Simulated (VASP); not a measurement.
An input for Quantum ESPRESSO's pw.x (written as the equivalent of a VASP run, and not itself run):

```
&CONTROL
  calculation = 'vc-relax'
  pseudo_dir = './pseudo'
  outdir = './out'
  tprnfor = .true.
  tstress = .true.
  nstep = 60
  forc_conv_thr = 0.00078
/
&SYSTEM
  ibrav = 0
  nat = 6
  ntyp = 2
  ecutwfc = 84
  occupations = 'smearing'
  smearing = 'gaussian'
  degauss = 0.003675
  input_dft = 'vdw-df-obk8'
/
&ELECTRONS
  conv_thr = 7.3e-08
  electron_maxstep = 100
/
&IONS
/
&CELL
/
ATOMIC_SPECIES
  Ti 47.867 Ti.upf
  O 15.999 O.upf
CELL_PARAMETERS angstrom
     4.6232786    0.0000000    0.0000000
    -0.0000000    4.6232786    0.0000000
     0.0000000    0.0000000    2.9674854
ATOMIC_POSITIONS crystal
  Ti   1.0000000  1.0000000  0.0000000
  Ti   0.5000000  0.5000000  0.5000000
  O    0.3042078  0.3042078  0.0000000
  O    0.8042078  0.1957922  0.5000000
  O    0.1957922  0.8042078  0.5000000
  O    0.6957922  0.6957922  0.0000000
K_POINTS automatic
  5 5 7 0 0 0
```

Write the VASP files for the same calculation (optB88-vdW).

Several could match; the one computed here: 
**INCAR**
```
AGGAC  =  0.0
ALGO  =  Normal
EDIFF  =  1E-6
EDIFFG  =  -0.02
ENCUT  =  520
GGA  =  BO
IBRION  =  2
ISIF  =  3
ISMEAR  =  0
LASPH  =  .TRUE.
LCHARG  =  .FALSE.
LMAXMIX  =  4
LREAL  =  .FALSE.
LUSE_VDW  =  .TRUE.
LWAVE  =  .FALSE.
NELM  =  100
NSW  =  60
PARAM1  =  0.1833333333
PARAM2  =  0.22
PREC  =  Accurate
SIGMA  =  0.05
SYSTEM  =  TiO2
```

### KPOINTS
```
Automatic mesh
0
Gamma
5 5 7
0 0 0
```

POSCAR:
```
TiO2
1
    4.6232785908     0.0000000000     0.0000000000
   -0.0000000000     4.6232785908     0.0000000000
    0.0000000000     0.0000000000     2.9674854334
Ti O
2 4
Direct
  1.0000000000   1.0000000000   0.0000000000
  0.5000000000   0.5000000000   0.5000000000
  0.3042077896   0.3042077896   0.0000000000
  0.8042077896   0.1957922104   0.5000000000
  0.1957922104   0.8042077896   0.5000000000
  0.6957922104   0.6957922104   0.0000000000
```

POTCAR, in this order: Ti_sv O (PBE.64 set). Program: vasp_std.

Limits of the translation: the potentials are each code's own (VASP's PAW set, PseudoDojo norm-conserving files in pw.x), so ENCUT and ecutwfc are chosen apart and not converted; conv_thr bounds pw.x's estimated SCF error, while EDIFF bounds the energy change between steps; forc_conv_thr acts on force components and is met together with etot_conv_thr.

The compound is TiO2 in the rutile structure. It was relaxed first. The start is the result of an earlier pass.
